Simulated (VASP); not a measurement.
Here is the system:

```xyz
8
Lattice="5.0621 0.0000 0.0000 0.0000 5.0621 0.0000 0.0000 0.0000 5.0621" Properties=species:S:1:pos:R:3 pbc="T T T"
Be     0.0361     5.0260     5.0260
Be     2.4950     2.5671     5.0260
Be     2.4950     5.0260     2.5671
Be     0.0361     2.5671     2.5671
Se     1.2655     1.2655     1.2655
Se     3.7966     3.7966     1.2655
Se     3.7966     1.2655     3.7966
S      1.2655     3.7966     3.7966
```

Computed with PBEsol GGA, VASP's PBE PAW potentials (set 64) (plane waves; VASP 6.6.1). Run with 400 eV cut-off, 5×5×5 Γ-centred mesh, tetrahedra with Blöchl corrections, potentials Be Se S.

The cores are frozen, which limits the accuracy of field gradients.

Question: Give the principal components of the electric field gradient (V/Å²) and the asymmetry η at each nucleus.

Answer: 
```tsv
atom	Vxx	Vyy	Vzz	η
Be1	0.2	0.2	-0.4	-
Be2	0.2	0.2	-0.4	-
Be3	0.2	0.2	-0.4	-
Be4	0.2	0.2	-0.4	-
Se5	13.0	13.0	-25.9	0.00
Se6	13.0	13.0	-25.9	0.00
Se7	13.0	13.0	-25.9	0.00
S8	0.0	0.0	0.0	-
```

The structure was generated: Be4SSe3 was put into an ordered model structure (P-43m), which need not be its known phase. It was relaxed first.
